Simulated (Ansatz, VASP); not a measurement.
# Cross-check of GaN between VASP and Ansatz, part 2 of 2

Wanted: the spread between two codes on one cell, functional and k mesh. The structure shown comes from an earlier Ansatz run, which isn't shown and may have moved the atoms alone.

VASP 6.6.1 and Ansatz 0.2.0.

So far: The starting structure; Ansatz: elastic constants, LDA.

## 3. VASP: elastic constants, LDA

Level of this step: LDA; plane waves and PAW (Ga_d, N) (VASP).

The same cell, functional (in two slightly different forms) and mesh now go to VASP, with its own data sets.

Lines of VASP's logs that name or quote its potential files are left out, and so is its time.

File INCAR:

```
SYSTEM = GaN
PREC = Accurate
ENCUT = 600
EDIFF = 1E-08
NELM = 120
ISMEAR = 0
SIGMA = 0.01
LREAL = .FALSE.
ALGO = Normal
GGA = CA
NBANDS = 24
LORBIT = 11
LWAVE = .FALSE.
LCHARG = .FALSE.
ISIF = 3
IBRION = 6
NFREE = 2
POTIM = 0.015
NSW = 1
LASPH = .TRUE.
GGA_COMPAT = .FALSE.
EFERMI = MIDGAP
KPAR = 2
```

File POSCAR:

```
GaN
1.0
    3.1690102330      0.0000000000      0.0000000000
   -1.5845051165      2.7444433666      0.0000000000
    0.0000000000      0.0000000000      5.1477651020
Ga N
2 2
Direct
    0.3333333333      0.6666666667      0.9989954101
    0.6666666667      0.3333333333      0.4989954101
    0.3333333333      0.6666666667      0.3760045899
    0.6666666667      0.3333333333      0.8760045899
```

File KPOINTS:

```
Automatic mesh
0
Gamma
6 6 4
0 0 0
```

The projector-augmented-wave data sets are Ga_d and N (LDA family, release 64).

Run with:

```sh
$ mpirun -np 2 vasp_std
```

Numbers of over 12 decimals in the logs are rounded to 6 here.

Output:

```text
[banner, memory and clock lines left out]
running    2 mpi-ranks, on    1 nodes
 distrk:  each k-point on    1 cores,    2 groups
 distr:  one band on    1 cores,    1 groups

 POSCAR found type information on POSCAR GaN
 POSCAR found :  2 types and       4 ions
 LDA part: xc-table for (Slater(with rela. corr.)+CA(PZ))
 , standard interpolation
 POSCAR, INCAR and KPOINTS ok, starting setup
 FFT: planning ... GRIDC
 FFT: planning ... GRID_SOFT
 FFT: planning ... GRID
 WAVECAR not read
 entering main loop
       N       E                     dE             d eps       ncg     rms          rms(c)
DAV:   1     0.272865535967E+03    0.27287E+03   -0.19488E+04  1112   0.301E+03
DAV:   2     0.192567699905E+00   -0.27267E+03   -0.25980E+03  1128   0.540E+02
DAV:   3    -0.311025636002E+02   -0.31295E+02   -0.31051E+02  1176   0.145E+02
DAV:   4    -0.320152176636E+02   -0.91265E+00   -0.91093E+00  1272   0.269E+01
DAV:   5    -0.320290075257E+02   -0.13790E-01   -0.13788E-01  1224   0.297E+00    0.107E+01
DAV:   6    -0.279301363780E+02    0.40989E+01   -0.12868E+01  1768   0.548E+01    0.312E+00
DAV:   7    -0.279659481253E+02   -0.35812E-01   -0.13658E+00  1024   0.906E+00    0.257E+00
DAV:   8    -0.279280933064E+02    0.37855E-01   -0.28743E-01  1736   0.623E+00    0.112E+00
DAV:   9    -0.279047492892E+02    0.23344E-01   -0.85736E-02  1688   0.467E+00    0.333E-01
DAV:  10    -0.279055199091E+02   -0.77062E-03   -0.57159E-03  1128   0.599E-01    0.130E-01
DAV:  11    -0.279052754577E+02    0.24445E-03   -0.13656E-03  1576   0.676E-01    0.453E-02
DAV:  12    -0.279052912472E+02   -0.15790E-04   -0.14484E-04  1088   0.796E-02    0.581E-02
DAV:  13    -0.279052932938E+02   -0.20466E-05   -0.23370E-06  1528   0.140E-02    0.626E-02
DAV:  14    -0.279052819863E+02    0.11308E-04   -0.74369E-06  1536   0.369E-02    0.421E-02
DAV:  15    -0.279052788935E+02    0.30928E-05   -0.26881E-06  1576   0.139E-02    0.338E-02
DAV:  16    -0.279052752657E+02    0.36278E-05   -0.30513E-06  1672   0.190E-02    0.221E-02
DAV:  17    -0.279052731390E+02    0.21268E-05   -0.48810E-06  1736   0.237E-02    0.648E-03
DAV:  18    -0.279052729936E+02    0.14533E-06   -0.84617E-07  1536   0.746E-03    0.190E-03
DAV:  19    -0.279052729838E+02    0.98307E-08   -0.62560E-08  1080   0.184E-03
   1 F= -.27905273E+02 E0= -.27905273E+02  d E =0.000000E+00
[... from here on, the cycles between the ionic steps are left out ...]
   2 F= -.27884595E+02 E0= -.27884595E+02  d E =0.000000E+00
   3 F= -.27899568E+02 E0= -.27899568E+02  d E =0.000000E+00
  13 F= -.27901756E+02 E0= -.27901756E+02  d E =0.000000E+00
  14 F= -.27903740E+02 E0= -.27903740E+02  d E =0.000000E+00
  15 F= -.27903740E+02 E0= -.27903740E+02  d E =0.000000E+00
  16 F= -.27902900E+02 E0= -.27902900E+02  d E =0.000000E+00
  17 F= -.27903039E+02 E0= -.27903039E+02  d E =0.000000E+00
  18 F= -.27903719E+02 E0= -.27903719E+02  d E =0.000000E+00
  19 F= -.27903719E+02 E0= -.27903719E+02  d E =0.000000E+00
  20 F= -.27903269E+02 E0= -.27903269E+02  d E =0.000000E+00
 Finite differences progress:
  Degree of freedom:  10/ 10
  Displacement:        1/  2
  Total:              19/ 20
 bond charge predicted
       N       E                     dE             d eps       ncg     rms          rms(c)
DAV:   1    -0.279004984070E+02    0.27704E-02   -0.32664E+00  1176   0.988E+00    0.206E-01
DAV:   2    -0.279034923920E+02   -0.29940E-02   -0.49701E-02  1464   0.322E+00    0.118E-01
DAV:   3    -0.279031393554E+02    0.35304E-03   -0.30893E-03  1280   0.557E-01    0.400E-02
DAV:   4    -0.279031425655E+02   -0.32101E-05   -0.49244E-04  1416   0.179E-01    0.180E-02
DAV:   5    -0.279031402253E+02    0.23402E-05   -0.21507E-05  1416   0.901E-02    0.109E-02
DAV:   6    -0.279031393010E+02    0.92429E-06   -0.45225E-06  1504   0.234E-02    0.274E-03
DAV:   7    -0.279031392862E+02    0.14709E-07   -0.62872E-07  1288   0.109E-02    0.679E-04
DAV:   8    -0.279031392921E+02   -0.58453E-08   -0.12517E-07  1800   0.893E-03    0.390E-04
DAV:   9    -0.279031392909E+02    0.11541E-08   -0.10214E-08   688   0.210E-03
  21 F= -.27903139E+02 E0= -.27903139E+02  d E =0.000000E+00
 Finite differences progress:
  Degree of freedom:  10/ 10
  Displacement:        2/  2
  Total:              20/ 20
```

OUTCAR, selected parts (step 3):

```text
ion  position               nearest neighbor table
   1  0.333  0.667  0.999-   4 1.94   4 1.94   4 1.94   3 1.94
   2  0.667  0.333  0.499-   3 1.94   3 1.94   3 1.94   4 1.94
   3  0.333  0.667  0.376-   2 1.94   2 1.94   2 1.94   1 1.94
   4  0.667  0.333  0.876-   1 1.94   1 1.94   1 1.94   2 1.94

  LATTYP: Found a hexagonal cell.
 ALAT       =     3.1690102330
 C/A-ratio  =     1.6244078509

 Subroutine GETGRP returns: Found 12 space group operations
 (whereof  6 operations were pure point group operations)

The static configuration has the point symmetry C_3v.
 The point group associated with its full space group is C_6v.

 Found     21 irreducible k-points:

   k-points           NKPTS =     21   k-points in BZ     NKDIM =     21   number of bands    NBANDS=     24

   dimension x,y,z NGX =    28 NGY =   28 NGZ =   42
   dimension x,y,z NGXF=    56 NGYF=   56 NGZF=   84

   ENCUT  =  600.0 eV  44.10 Ry    6.64 a.u.   6.33  6.33 10.28*2*pi/ulx,y,z

   NELECT =      36.0000    total number of electrons

 k-points in reciprocal lattice and weights: Automatic mesh
   0.00000000  0.00000000  0.00000000       0.007
   0.16666667 -0.00000000  0.00000000       0.042
   0.33333333 -0.00000000  0.00000000       0.042
   0.50000000 -0.00000000  0.00000000       0.021
   0.16666667  0.16666667  0.00000000       0.042
   0.33333333  0.16666667  0.00000000       0.083
   0.33333333  0.33333333  0.00000000       0.014
   0.00000000  0.00000000  0.25000000       0.014
   0.16666667 -0.00000000  0.25000000       0.083
[...]
0.33333333  0.16666667  0.50000000       0.083
   0.33333333  0.33333333  0.50000000       0.014

 average (electrostatic) potential at core
       1 -64.4888       2 -64.5082       3 -61.7470       4 -61.7518

 E-fermi :   6.3302

 k-point     1 :       0.0000    0.0000    0.0000
  band No.  band energies     occupation
    ...
     14       4.2131      2.00000
     15       4.2131      2.00000
     16       5.2443      2.00000
     17       5.2995      2.00000
     18       5.2995      2.00000
     19       7.3608      0.00000
     20       9.5690      0.00000
     21      14.4618      0.00000
     22      15.0937      0.00000
     23      15.0937      0.00000
    ...

 k-point     2 :       0.1667   -0.0000    0.0000
  band No.  band energies     occupation
    ...
     14       2.4939      2.00000
     15       3.5909      2.00000
     16       3.6855      2.00000
     17       4.9451      2.00000
     18       5.0529      2.00000
     19       8.8342      0.00000
     20      10.8388      0.00000
     21      13.3667      0.00000
     22      14.1554      0.00000
     23      15.6880      0.00000
    ...

 k-point     3 :       0.3333   -0.0000    0.0000
  band No.  band energies     occupation
    ...
     14       0.2548      2.00000
     15       1.3505      2.00000
     16       2.8232      2.00000
     17       3.9611      2.00000
     18       4.5344      2.00000
     19      10.1752      0.00000
     20      11.0031      0.00000
     21      11.9325      0.00000
     22      13.7121      0.00000
     23      15.5987      0.00000
    ...

  Total       -0.6113083     -0.6113083     -0.0750005      0.0000000      0.0000000      0.0000000
  in kB      -21.8763179    -21.8763179     -2.6839731      0.0000000      0.0000000      0.0000000
  external PRESSURE =     -15.4788696 kB  Pullay stress =       0.0000000 kB

  energy-cutoff  :      600.00
  volume of cell :       44.77
      direct lattice vectors                 reciprocal lattice vectors
     3.169010233  0.000000000  0.000000000     0.315555939  0.182186306  0.000000000
    -1.584505116  2.744443367  0.000000000     0.000000000  0.364372613  0.000000000
     0.000000000  0.000000000  5.147765102     0.000000000  0.000000000  0.194259058

 POSITION                                       TOTAL-FORCE (eV/Angst)
 -----------------------------------------------------------------------------------
     -0.00000      1.82963      5.14259         0.000000     -0.000000     -0.115811
      1.58451      0.91481      2.56871        -0.000000      0.000000     -0.078406
     -0.00000      1.82963      1.92058         0.000000      0.000000      0.285280
      1.58451      0.91481      4.50947        -0.000000      0.000000     -0.091063
 -----------------------------------------------------------------------------------
    total drift:                               -0.000000     -0.000000      0.000085

  FREE ENERGIE OF THE ION-ELECTRON SYSTEM (eV)
  ---------------------------------------------------
  free  energy   TOTEN  =       -27.9031392909 eV

  energy  without entropy=      -27.9031392909  energy(sigma->0) =      -27.90313929

  SYMMETRIZED ELASTIC MODULI (kBar)
 Direction    XX          YY          ZZ          XY          YZ          ZX
 --------------------------------------------------------------------------------
 XX        4224.9937   1031.2678    634.4896      0.0000      0.0000      0.0000
 YY        1031.2678   4224.9937    634.4896      0.0000      0.0000      0.0000
 ZZ         634.4896    634.4896   4644.1512      0.0000      0.0000      0.0000
 XY           0.0000      0.0000      0.0000   1596.8630      0.0000      0.0000
 YZ           0.0000      0.0000      0.0000      0.0000   1126.0686      0.0000
 ZX           0.0000      0.0000      0.0000     -0.0000      0.0000   1126.0686
 --------------------------------------------------------------------------------

 Eigenvectors and eigenvalues of the dynamical matrix
 ----------------------------------------------------

   1 f  =   20.735522 THz   130.285128 2PiTHz  691.662569 cm-1    85.755191 meV
             X         Y         Z           dx          dy          dz
     -0.000000  1.829629  5.142594    -0.000000    0.000000    0.035663
      1.584505  0.914814  2.568711    -0.000000    0.000000   -0.035663
     -0.000000  1.829629  1.935583    -0.000000   -0.000000   -0.706207
      1.584505  0.914814  4.509466     0.000000   -0.000000    0.706207

   2 f  =   16.872383 THz   106.012309 2PiTHz  562.802118 cm-1    69.778538 meV
             X         Y         Z           dx          dy          dz
     -0.000000  1.829629  5.142594     0.244066    0.000002   -0.000000
      1.584505  0.914814  2.568711    -0.244066   -0.000002   -0.000000
     -0.000000  1.829629  1.935583     0.663650    0.000006    0.000000
      1.584505  0.914814  4.509466    -0.663650   -0.000006    0.000000

   3 f  =   16.872383 THz   106.012309 2PiTHz  562.802118 cm-1    69.778538 meV
             X         Y         Z           dx          dy          dz
     -0.000000  1.829629  5.142594    -0.000002    0.244066    0.000000
      1.584505  0.914814  2.568711     0.000002   -0.244066   -0.000000
     -0.000000  1.829629  1.935583    -0.000006    0.663650   -0.000000
      1.584505  0.914814  4.509466     0.000006   -0.663650   -0.000000

   4 f  =   16.614701 THz   104.393246 2PiTHz  554.206774 cm-1    68.712852 meV
             X         Y         Z           dx          dy          dz
     -0.000000  1.829629  5.142594     0.289227   -0.000002   -0.000000
      1.584505  0.914814  2.568711     0.289227   -0.000002   -0.000000
     -0.000000  1.829629  1.935583    -0.645250    0.000006    0.000000
      1.584505  0.914814  4.509466    -0.645250    0.000006    0.000000

   5 f  =   16.614701 THz   104.393246 2PiTHz  554.206774 cm-1    68.712852 meV
             X         Y         Z           dx          dy          dz
     -0.000000  1.829629  5.142594    -0.000002   -0.289227   -0.000000
      1.584505  0.914814  2.568711    -0.000002   -0.289227    0.000000
     -0.000000  1.829629  1.935583     0.000006    0.645250    0.000000
      1.584505  0.914814  4.509466     0.000006    0.645250    0.000000

   6 f  =   15.997750 THz   100.516827 2PiTHz  533.627495 cm-1    66.161347 meV
             X         Y         Z           dx          dy          dz
     -0.000000  1.829629  5.142594     0.000000   -0.000000    0.289014
      1.584505  0.914814  2.568711     0.000000   -0.000000    0.289014
     -0.000000  1.829629  1.935583    -0.000000    0.000000   -0.645346
      1.584505  0.914814  4.509466    -0.000000    0.000000   -0.645346

   7 f  =   10.004160 THz    62.857988 2PiTHz  333.702844 cm-1    41.373861 meV
             X         Y         Z           dx          dy          dz
     -0.000000  1.829629  5.142594     0.000000    0.000000   -0.706207
      1.584505  0.914814  2.568711    -0.000000    0.000000    0.706207
     -0.000000  1.829629  1.935583     0.000000   -0.000000   -0.035663
      1.584505  0.914814  4.509466    -0.000000   -0.000000    0.035663

   8 f  =    4.192152 THz    26.340065 2PiTHz  139.835124 cm-1    17.337338 meV
             X         Y         Z           dx          dy          dz
     -0.000000  1.829629  5.142594    -0.663650   -0.000053   -0.000000
      1.584505  0.914814  2.568711     0.663650    0.000053   -0.000000
     -0.000000  1.829629  1.935583     0.244066    0.000020   -0.000000
      1.584505  0.914814  4.509466    -0.244066   -0.000020   -0.000000

   9 f  =    4.192152 THz    26.340065 2PiTHz  139.835124 cm-1    17.337338 meV
             X         Y         Z           dx          dy          dz
     -0.000000  1.829629  5.142594    -0.000053    0.663650    0.000000
      1.584505  0.914814  2.568711     0.000053   -0.663650   -0.000000
     -0.000000  1.829629  1.935583     0.000020   -0.244066   -0.000000
      1.584505  0.914814  4.509466    -0.000020    0.244066   -0.000000

  10 f/i=    0.001692 THz     0.010629 2PiTHz    0.056425 cm-1     0.006996 meV
             X         Y         Z           dx          dy          dz
     -0.000000  1.829629  5.142594    -0.346217    0.544501   -0.000000
      1.584505  0.914814  2.568711    -0.346217    0.544501   -0.000000
     -0.000000  1.829629  1.935583    -0.155188    0.244067   -0.000000
      1.584505  0.914814  4.509466    -0.155188    0.244067   -0.000000

  11 f/i=    0.001692 THz     0.010629 2PiTHz    0.056425 cm-1     0.006996 meV
             X         Y         Z           dx          dy          dz
     -0.000000  1.829629  5.142594    -0.544501   -0.346217   -0.000000
      1.584505  0.914814  2.568711    -0.544501   -0.346217   -0.000000
     -0.000000  1.829629  1.935583    -0.244067   -0.155188   -0.000000
      1.584505  0.914814  4.509466    -0.244067   -0.155188   -0.000000

  12 f/i=    0.003639 THz     0.022865 2PiTHz    0.121385 cm-1     0.015050 meV
             X         Y         Z           dx          dy          dz
     -0.000000  1.829629  5.142594     0.000000   -0.000000   -0.645346
      1.584505  0.914814  2.568711     0.000000   -0.000000   -0.645346
     -0.000000  1.829629  1.935583     0.000000   -0.000000   -0.289014
      1.584505  0.914814  4.509466     0.000000   -0.000000   -0.289014

 ELASTIC MODULI CONTR FROM IONIC RELAXATION (kBar)
 Direction    XX          YY          ZZ          XY          YZ          ZX
 --------------------------------------------------------------------------------
 XX        -635.8903    294.0355    332.6301     -0.0000     -0.0000     -0.0000
 YY         294.0355   -635.8903    332.6301     -0.0000      0.0000     -0.0000
 ZZ         332.6301    332.6301   -647.3087      0.0000      0.0000      0.0000
 XY          -0.0000     -0.0000      0.0000   -464.9629      0.0000      0.0000
 YZ           0.0000     -0.0000      0.0000      0.0000   -167.5676      0.0000
 ZX          -0.0000     -0.0000      0.0000      0.0000      0.0000   -167.5675
 --------------------------------------------------------------------------------

 TOTAL ELASTIC MODULI (kBar)
 Direction    XX          YY          ZZ          XY          YZ          ZX
 --------------------------------------------------------------------------------
 XX        3589.1034   1325.3033    967.1198     -0.0000     -0.0000     -0.0000
 YY        1325.3033   3589.1034    967.1198     -0.0000      0.0000     -0.0000
 ZZ         967.1198    967.1198   3996.8425      0.0000      0.0000      0.0000
 XY          -0.0000     -0.0000      0.0000   1131.9001      0.0000      0.0000
 YZ           0.0000     -0.0000      0.0000      0.0000    958.5010      0.0000
 ZX          -0.0000     -0.0000      0.0000      0.0000      0.0000    958.5010
 --------------------------------------------------------------------------------

 total charge
# of ion       s       p       d       tot
------------------------------------------
    1        0.800   0.933  10.191  11.923
    2        0.800   0.933  10.191  11.923
    3        1.206   2.504   0.000   3.709
    4        1.206   2.504   0.000   3.709
--------------------------------------------------
tot          4.011   6.874  20.381  31.266

[... 3 further parts left out ...]
```

CONTCAR:

```
GaN
   1.00000000000000
     3.1690102329999998    0.0000000000000000    0.0000000000000000
    -1.5845051164999999    2.7444433666000001    0.0000000000000000
     0.0000000000000000    0.0000000000000000    5.1477651020000001
  Ga              N
     2     2
Direct
     0.3333333332999970    0.6666666667000030    0.9989954101000009
     0.6666666667000030    0.3333333332999970    0.4989954101000009
     0.3333333332999970    0.6666666667000030    0.3730907040285999
     0.6666666667000030    0.3333333332999970    0.8760045898999991
```

Levels, forces or a CONTCAR printed for this step are those of its last displaced cell, not of the structure at rest.

## 4. Side by side

Known differences besides the potentials themselves: the two LDA forms differ slightly; fixed occupations in Ansatz, narrow Gaussian smearing in VASP; the cutoff is 260 eV in Ansatz and 600 eV in VASP; VASP's log shows a relativistic correction to its local exchange, Ansatz's none; VASP takes each elastic constant from one size of strain, Ansatz from those that its log lists; Ansatz's log warns that its cutoff lies below the recommended one. Total energies have different zeros and are not compared.

Compared:

```tsv
quantity	Ansatz	VASP	difference
C11 (GPa)	424.5	358.9	+18.27 %
C22 (GPa)	424.5	358.9	+18.27 %
C33 (GPa)	387.6	399.7	-3.02 %
C12 (GPa)	198.0	132.5	+49.40 %
C13 (GPa)	98.0	96.7	+1.38 %
C23 (GPa)	98.0	96.7	+1.38 %
C44 (GPa)	85.3	95.8	-11.04 %
C55 (GPa)	85.3	95.8	-11.04 %
C66 (GPa)	113.2	113.2	+0.04 %
```

## 5. Outcome

```
difference in C12 (elastic constants, LDA) : 49 %
```

The difference in C12 is 49 % (elastic constants, LDA), beyond the 5 % picked in this series as the mark of a large difference. Ansatz's own log doubts the convergence of its elastic constants, LDA run, which may account for the difference. Such differences can come from data sets, numerical settings and the points named under the comparisons, not from the functional's error against experiment.

[Lines on the potential files, build, host, timing and source positions are cut from VASP's logs without a mark.]

[Logs are printed without paths, hosts, clocks, repeated set-up lines and the standing remarks that a program may print on its own settings, such as how far it seeks lower states.]

[Hosts, paths, dates, database ids (printed as entryN), source tags and the programs' standing remarks are cut or masked in the printed files.]
